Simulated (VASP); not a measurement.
Input:

```xyz
2
Lattice="2.7989 0.0000 0.0000 0.0000 2.7989 0.0000 0.0000 0.0000 2.7989" Properties=species:S:1:pos:R:3 pbc="T T T"
W      0.0000     0.0000     0.0000
B      1.3994     1.3994     1.3994
```

The numbers are results of PBE GGA, VASP's PBE PAW potentials (set 64) (plane waves; VASP), not measurements. Numerical set-up: 520 eV cut-off, Gaussian smearing of 0.050 eV, potentials W_sv B.

Unless said otherwise, spin-orbit coupling is left out, though it shifts the bands of the heavy elements here.

### Question
Predict the band gap (along the path) with the smallest direct gap where there is one.

### Answer

```json
{
  "band gap (along the path)": "none (metal, semimetal or under 0.01 eV)"
}
```

Only differences to runs with the same potentials and settings are physical.

The structure was generated: WB was put into the CsCl type type (Pm-3m), which need not be its known phase. It was relaxed first, which changed the volume by -33 %. The electron count is odd and the run is not spin-polarised, which forces a metal.
